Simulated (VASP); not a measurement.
**Sn3C (ordered alloy on diamond lattice): gaps by functional in VASP**

```cif
data_structure
_symmetry_space_group_name_H-M 'P 1'
_symmetry_Int_Tables_number 1
_cell_length_a 7.5823
_cell_length_b 7.5823
_cell_length_c 7.5823
_cell_angle_alpha 30.414
_cell_angle_beta 30.414
_cell_angle_gamma 30.414
_cell_volume 99.02
loop_
_atom_site_label
_atom_site_type_symbol
_atom_site_fract_x
_atom_site_fract_y
_atom_site_fract_z
_atom_site_occupancy
C1 C 0.99938 0.99938 0.99938 1
Sn1 Sn 0.49341 0.49341 0.49341 1
Sn2 Sn 0.35948 0.35948 0.35948 1
Sn3 Sn 0.89773 0.89773 0.89773 1
```

All runs share this cell. Band v is the last that the valence electrons fill when counted band by band, and c is the next. A negative gap between them is a band overlap, as in a metal.

| level | gap (eV) | least direct gap (eV) | pressure (GPa) |
| --- | --- | --- | --- |
| PBE | -1.93 | 0.00 | 1.8 |
| LDA | -1.90 | 0.00 | -2.7 |
| PBEsol | -1.92 | 0.00 | -1.1 |
